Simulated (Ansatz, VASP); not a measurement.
# Cross-check of Ga2O3 between VASP and Ansatz, part 2 of 2

One calculation is typed for both programs; each brings its own data sets. How far apart do they land? The cell is taken from a series of runs on this material, whose earlier steps may have relaxed, scaled, displaced or heated it; both programs get it as it stands.

VASP 6.6.1 and Ansatz 0.2.0.

So far: The starting structure; VASP: G0W0 gap, r2SCAN.

**3. Ansatz: G0W0 gap, r2SCAN**

Level of this step: Ansatz beside VASP: G0W0 on Kohn-Sham DFT, plane waves, r2SCAN (Ansatz).

Ansatz runs on its default PAW (the set named soft_2) files.

The same cell, functional and mesh now go to Ansatz, which takes its cutoff from its data sets.

File input.yaml:

```yaml
crystal:
  lattice:
    - [6.107, -1.51855, 0.0]
    - [6.107, 1.51855, 0.0]
    - [-1.3859888959, 0.0, 5.630008738]
  atoms:
    - { symbol: Ga, position: [0.0905, 0.0905, 0.7946] }
    - { symbol: Ga, position: [0.9095, 0.9095, 0.2054] }
    - { symbol: Ga, position: [0.65866, 0.65866, 0.31402] }
    - { symbol: Ga, position: [0.34134, 0.34134, 0.68598] }
    - { symbol: O, position: [0.1645, 0.1645, 0.1098] }
    - { symbol: O, position: [0.8355, 0.8355, 0.8902] }
    - { symbol: O, position: [0.1733, 0.1733, 0.5632] }
    - { symbol: O, position: [0.8267, 0.8267, 0.4368] }
    - { symbol: O, position: [0.4959, 0.4959, 0.2566] }
    - { symbol: O, position: [0.5041, 0.5041, 0.7434] }
kpoints:
  mp_grid: { grid: [6, 6, 4] }
hamiltonian:
  xc: r2scan
scf:
  occupations: { method: fixed }
gw:
  n_empty_bands: 94
  ecut_chi: 54
  qp_bands: [v3, c3]
  qp_kpoints: band_edges
  screening: { model: contour_deformation }
```

Command:

```console
ansatz run input.yaml --threads 3 --pin off --max-ram 92160MiB --backend cuda --devices 1 --max-vram 13GiB --events-out ev --progress --plain --runs-dir out
```

Numbers of over 12 decimals in the logs are rounded to 6 here.

What it wrote:

```text
GPUs: using 1 of 1 available (devices: 1).
Engine: ansatz 0.2.0, x86_64-unknown-linux-gnu
Pseudopotentials: kind: paw
Pseudopotential: Ga, paw, valence charge 13, recommended cutoff 500 eV (meta_gga), Ga.paw.azcp
Pseudopotential: O, paw, valence charge 6, recommended cutoff 500 eV (meta_gga), O.paw.azcp
Functional definition: r2SCAN
  parameter k0 = 0.174
  parameter k1 = 0.065
  parameter a1 = 4.9479
  exchange = r2scan_x(k0 = k0, k1 = k1, a1 = a1)
  correlation = r2scan_c
device memory: the entry about to start is reckoned to put 3.5 GiB on a device that reports 28.9 GiB free (of which the cap on the GPU budget leaves the run 13.0 GiB)
GPU FFT provider: cuFFT
GPU libraries: cuBLAS 13.8.2, cuFFT 12.4.0, cuSOLVER 12.3.4
Crystal: 10 atoms, lattice volume = 104.423 Å³
Basis set: ecut = 500 eV, 2661 PW (Γ), exchange–correlation on 192×192×180 points (64 copies of the dense FFT grid, shifted against one another)
Bands: 54, of which v1, the nominal top of the filled ones, is band 44 counted from 1 (43 counted from 0)
Symmetry: 4 space group operations
Space group: C2/m (ITA 12), of the structure as read, at distance tolerance 4.7e-5 Å
k-points: 47 of 144
Non-local potential: Ga, projectors of the file, l = 0: 2, l = 1: 2, l = 2: 3, l = 3: 1
Non-local potential: O, projectors of the file, l = 0: 2, l = 1: 2, l = 2: 1
PAW form: soft (Blöchl's): semilocal exchange-correlation on the pseudo side does not see the compensation charge
PAW frozen core: Ga, regenerated for the run's functional (the file was generated under x = pbe(κ = 0.804, μ = 0.219515), c = pbe(β = 0.066725))
PAW frozen core: O, regenerated for the run's functional (the file was generated under x = pbe(κ = 0.804, μ = 0.219515), c = pbe(β = 0.066725))
PAW one-centre angular grid: Ga, 590 points (default); XC on 160 Gauss nodes
PAW one-centre angular grid: O, 302 points (default); XC on 160 Gauss nodes
Initial density: superposition of atomic densities (neutral atoms: chi_scale 0, normalization atom), corrected by the library's trained network
Initial wavefunctions: pseudopotential atomic-orbital guess
GPU buffer pool allocated for 103680 grid points (all kernels)
GPU transforms: local potential: pruned to the plane-wave sphere, on 45×45×45; band sums: pruned to the plane-wave sphere, on 48×48×45
Functional: x = r2scan, c = r2scan; τ floored in thin density (d = 2e-4 eV/Å³)
SCF iter   1: F=—  HF=-18577.669606 eV  |F-HF|=—  |Δ(HF+E_count)|=         —  Δρ=1.36e-2  dr2=8.51e-2  dr2_τ=4.04e-1  ethr=1.77e-3  ⟨swp⟩=4.9  Hψ=8122  notcnv=0  defer=372
preconditioner: auto → Resta (q_TF=auto, 2.652 Å⁻¹)  ε∞=4.2  [insulator: Δε(μ)=3.110 eV  Ē_g=19.003 eV  n_scr=34 (ndim 8)  ℏωp=34.1 eV  f_vac=0.014  ε∞_Penn≈4.2]
SCF iter   2: F=—  HF=-18577.838841 eV  |F-HF|=—  |Δ(HF+E_count)|=   1.69e-1  Δρ=6.71e-3  dr2=2.58e-2  dr2_τ=9.93e-4  ethr=9.67e-5  ⟨swp⟩=3.0  Hψ=5206  notcnv=0  defer=376
SCF iter   3: F=—  HF=-18577.838452 eV  |F-HF|=—  |Δ(HF+E_count)|=   3.90e-4  Δρ=3.49e-3  dr2=4.30e-3  dr2_τ=5.05e-4  ethr=2.93e-5  ⟨swp⟩=3.0  Hψ=4397  notcnv=0  defer=376
SCF iter   4: F=—  HF=-18577.838036 eV  |F-HF|=—  |Δ(HF+E_count)|=   4.15e-4  Δρ=5.08e-4  dr2=1.81e-4  dr2_τ=5.68e-5  ethr=4.89e-6  ⟨swp⟩=2.0  Hψ=4235  notcnv=0  defer=376
SCF iter   5: F=—  HF=-18577.838097 eV  |F-HF|=—  |Δ(HF+E_count)|=   6.09e-5  Δρ=1.54e-4  dr2=1.29e-5  dr2_τ=1.82e-6  ethr=2.05e-7  ⟨swp⟩=2.1  Hψ=3497  notcnv=0  defer=224
SCF iter   6: F=—  HF=-18577.838113 eV  |F-HF|=—  |Δ(HF+E_count)|=   1.64e-5  Δρ=5.34e-5  dr2=2.27e-6  dr2_τ=3.15e-7  ethr=1.47e-8  ⟨swp⟩=2.0  Hψ=4423  notcnv=0  defer=187
SCF iter   7: F=—  HF=-18577.838113 eV  |F-HF|=—  |Δ(HF+E_count)|=   6.70e-7  Δρ=1.30e-5  dr2=1.56e-7  dr2_τ=1.07e-8  ethr=2.58e-9  ⟨swp⟩=2.0  Hψ=4385  notcnv=0  defer=187
SCF iter   8: F=-18577.838113 eV  HF=-18577.838113 eV  |F-HF|=1.57e-8  |Δ(HF+E_count)|=   1.15e-7  Δρ=4.91e-6  dr2=2.50e-8  dr2_τ=1.60e-9  ethr=1.14e-10  ⟨swp⟩=10.2  Hψ=9846  notcnv=0
SCF 1 converged in 8 iterations: F = -18577.838113 eV  dr2 = 2.50e-8
  greatest PAW one-centre occupation: 0.997 electrons in one spin orbital (limit 2), on the Ga atom at site 3 (counted from 0), in its partial waves of l = 2
device memory: the entry about to start is reckoned to put 4.0 GiB (of the 4.2 GiB reckoned in all, the device holds 0.2 GiB already) on a device that reports 28.1 GiB free (of which the cap on the GPU budget leaves the run 12.9 GiB)
NSCF: frozen V_eff on 47 k-points
the band table was solved once the SCF had ended and its energy, with any forces and stress, was formed, with the checks that follow a solve (10024 applications of the Hamiltonian). They found nothing against the state; the energy, forces and stress were not computed again (output.eigenvalues in the input reference)
device memory: the entry about to start is reckoned to put 2.7 GiB on a device that reports 30.0 GiB free (of which the cap on the GPU budget leaves the run 13.0 GiB)
NSCF: frozen V_eff on 47 k-points
G₀W₀ screening: q 1/47
[...]
29    44      7.3622   -27.4292     5.1746   -21.7257  0.7862     6.8300     6.8334  root
    29    45     14.6362   -10.1450    -3.7934   -15.2921  0.8427    16.0052    15.9898  root
    29    46     15.8160   -11.0476    -4.0337   -16.7179  0.8320    17.4807    17.4524  root
    29    47     16.0380   -11.5560    -4.0215   -17.3042  0.8263    17.7986    17.7647  root
    30    42      7.0489   -26.8394     5.0533   -21.2691  0.7819     6.5285     6.5319  root
    30    43      7.0602   -26.9555     4.9234   -21.5389  0.7850     6.5640     6.5670  root
    30    44      7.6742   -27.8533     5.0711   -22.3410  0.7894     7.2309     7.2330  root
    30    45     14.2340   -12.5736    -3.6136   -17.7736  0.8291    15.8448    15.8204  root
    30    46     14.7621   -10.3922    -3.8431   -15.6694  0.8381    16.2149    16.1962  root
    30    47     15.6587   -11.4697    -4.0379   -17.2209  0.8313    17.4032    17.3721  root
    31    42      6.9090   -26.7794     5.0323   -21.2312  0.7831     6.3898     6.3931  root
    31    43      7.2004   -26.9873     5.0113   -21.4949  0.7832     6.7165     6.7193  root
    31    44      7.4460   -27.4150     5.1090   -21.8211  0.7871     6.9583     6.9611  root
    31    45     14.5351   -12.6931    -3.6461   -17.9710  0.8267    16.1936    16.1669  root
    31    46     14.8352   -10.8491    -3.8184   -16.1527  0.8355    16.3410    16.3204  root
    31    47     16.1533   -11.8016    -4.1217   -17.7248  0.8245    17.9937    17.9549  root
    32    42      6.8927   -27.0842     4.9445   -21.6732  0.7869     6.4237     6.4262  root
    32    43      7.2412   -27.0933     5.0215   -21.6060  0.7833     6.7727     6.7753  root
    32    44      7.3091   -27.0784     5.0871   -21.5019  0.7852     6.8169     6.8197  root
    32    45     14.7973   -12.2055    -3.7369   -17.5641  0.8294    16.4448    16.4189  root
    32    46     14.9206   -11.7653    -3.7561   -17.1009  0.8281    16.5254    16.5000  root
    32    47     16.8933   -12.5198    -4.2977   -18.8001  0.8121    18.9334    18.8758  root
    33    42      7.1231   -28.0766     4.6811   -23.0082  0.7922     6.7342     6.7358  root
    33    43      7.2493   -26.8858     4.9571   -21.4839  0.7853     6.8021     6.8045  root
[...]
45    46     13.8264   -12.6231    -3.5166   -17.6842  0.8307    15.3933    15.3709  root
    45    47     14.6370    -9.7471    -3.7898   -14.8145  0.8437    15.9286    15.9145  root
    46    42      7.1764   -27.2784     4.8768   -22.0223  0.7891     6.7955     6.7971  root
    46    43      7.1840   -28.3056     4.6288   -23.2878  0.7938     6.7935     6.7951  root
    46    44      7.7605   -27.2202     5.0084   -21.8467  0.7871     7.3939     7.3954  root
    46    45     13.6932   -12.7411    -3.5089   -17.7845  0.8342    15.2486    15.2277  root
    46    46     13.8060   -11.9909    -3.5556   -17.0455  0.8318    15.3261    15.3050  root
    46    47     14.8150   -12.1727    -3.8193   -17.5364  0.8279    16.3842    16.3593  root
```

**4. Side by side**

Known differences besides the potentials themselves: VASP keeps PBE cores, Ansatz makes them for the functional; fixed occupations in Ansatz, narrow Gaussian smearing in VASP; the cutoff is 500 eV in Ansatz and 440 eV in VASP; Ansatz integrates over frequency by contour deformation, VASP on a grid of NOMEGA points. Total energies have different zeros and are not compared.

The two programs side by side:

```csv
quantity,Ansatz,VASP,difference
G0W0 gap on the mesh (eV),4.56,4.60,-0.04
Kohn-Sham gap under it (eV),3.10,3.06,+0.04
```

**5. Results**

```
difference in G0W0 gap on the mesh (G0W0 gap, r2SCAN) : -0.042 eV
```

The difference in G0W0 gap on the mesh is -0.042 eV (G0W0 gap, r2SCAN). How closely two codes agree says nothing of how well the functional describes the real material.

[Lines on the potential files, build, host, timing and source positions are cut from VASP's logs without a mark.]

[Logs are printed without paths, hosts, clocks, repeated set-up lines and the standing remarks that a program may print on its own settings, such as how far it seeks lower states.]

[Hosts, paths, dates, database ids (printed as entryN), source tags and the programs' standing remarks are cut or masked in the printed files.]
